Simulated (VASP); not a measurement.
Energy against volume of HfC (rock salt). Computed with optB88-vdW, VASP's PBE PAW potentials (set 64) (plane waves; VASP). Numerical set-up: 520 eV cut-off, 14×14×14 Γ-centred mesh, first-order Methfessel-Paxton smearing of 0.10 eV, potentials Hf_pv C.

| V (Å³/atom) | E (eV/atom) |
|---|---|
| 11.799 | -8.68381 |
| 12.175 | -8.71263 |
| 12.552 | -8.72152 |
| 12.928 | -8.71327 |

Task: Fit these four points and predict the energy of the run at 13.305 Å³/atom.

Result: A cubic in V^(−2/3), the third-order Birch-Murnaghan form, passes through the four points with V0 = 12.55 Å³/atom and B0 = 243 GPa, and gives -8.6903 eV/atom there. The run gave -8.6903 eV/atom, -0.1 meV/atom from the fit; all five points give B0 = 243 GPa.

The compound is HfC in the rock salt structure. It was relaxed first.
